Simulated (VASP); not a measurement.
# In2Te3 (space group Imm2): computed properties

Calculation: LDA (Ceperley-Alder, Perdew-Zunger), VASP's LDA PAW potentials (set 64) (plane waves; VASP).

- space group: Imm2 (44)
- cell: a = 4.3196 Å, b = 12.8845 Å, c = 6.0778 Å, α = β = γ = 90.00°
- volume per atom: 33.83 Å^3/atom
- band gap (over mesh and band path): 0.08 eV
- smallest direct gap (over mesh and band path): 0.10 eV
- band-edge character without spin-orbit coupling: indirect, X to Γ
- band gap with spin-orbit coupling: 0.04 eV
- density: 6.01 g/cm³

In2Te3 is taken in the orthorhombic space group Imm2 (No. 44), Pearson symbol oI10. Cell: a = 4.320 Å, b = 12.885 Å, c = 6.078 Å, α = β = γ = 90.00°. In on 4d is coordinated by 4 Te at 2.724–2.826 Å (tetrahedral). Te1 on 4d is coordinated by 3 In at 2.799–2.826 Å (trigonal pyramidal). Te2 on 2a is coordinated by 2 In at 2.724 Å (bent). (Neighbours: up to the widest gap in distance over summed covalent radii, below 1.35, at either atom; cation-cation and far metal-metal contacts left out.)
(The calculation used a cell of 5 atoms; values per cell refer to that cell.)

Unless said otherwise, spin-orbit coupling is left out, though it shifts the bands of the heavy elements here.

The structure comes from a computed database's In2Te3 entry (Imm2); how it stands against other phases isn't given here. It was relaxed first, which changed the volume by -13 %. Symmetry was kept, so distortions that lower it aren't found.
